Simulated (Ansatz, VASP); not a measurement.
## GaB3: VASP beside Ansatz

```xyz
4
Lattice="2.6992 -2.9474 0.0000 2.6992 2.9474 0.0000 0.0000 0.0000 2.9111" Properties=species:S:1:pos:R:3 pbc="T T T"
Ga    2.6992    0.0000    1.4556
B     2.6992    2.1139    1.4556
B     2.6992   -2.1139    1.4556
B     0.0000    0.0000    0.0000
```

Alike in both runs: functional PBE; k mesh 12 × 12 × 16; occupations gaussian, width 0.1 eV; no spin polarisation.

Ansatz relaxed the structure, and its values are those at the end. VASP's run is a single point on that final structure, the one shown.

```csv
,VASP,Ansatz
version,VASP 6.6.1,Ansatz 0.2.0
potentials or method,"VASP PAW PBE potentials, release 64 (Ga_d, B)","scalar-relativistic, plane waves, PAW"
plane-wave cutoff (eV),520,420
valence electrons in the cell,22,22
```

VASP gave:

```
gap on the k mesh at the Fermi level (eV) : none
pressure (GPa)                            : 0.0
rms of the force components (eV/Å)        : 0.006
```

Task: Estimate Ansatz's values.

Result: gap on the k mesh at the Fermi level (eV): none; pressure (GPa): 0.0; rms of the force components (eV/Å): 0.001.

A gap of «none» marks a metal or a gap that the smearing closes.
